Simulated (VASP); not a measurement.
Input:

```
CELL_PARAMETERS angstrom
      0.00000     3.06028     3.06028
      3.06028     0.00000     3.06028
      3.06028     3.06028     0.00000
ATOMIC_POSITIONS crystal
  Ga 0.00000 0.00000 0.00000
  Sb 0.25000 0.25000 0.25000
```

These are SCAN meta-GGA, VASP's PBE PAW potentials (set 64) (plane waves; VASP) values and carry that method's errors. Run with 520 eV cut-off, 10×10×10 Γ-centred mesh, first-order Methfessel-Paxton smearing of 0.10 eV, potentials Ga_d Sb.

Unless said otherwise, spin-orbit coupling is left out, though it shifts the bands of the heavy elements here.

### Question
Estimate the energy per atom (σ→0), band gap (on the k-mesh) with the smallest direct gap where there is one.

### Answer

```json
{
 "band gap (on the k-mesh)": "none (metal, semimetal or under 0.01 eV)",
 "energy per atom (σ→0)": "-26.961 eV/atom"
}
```

Total energies compare only between runs with the same potentials, cut-off and functional.

The compound is GaSb in the zinc blende structure. It was relaxed first.
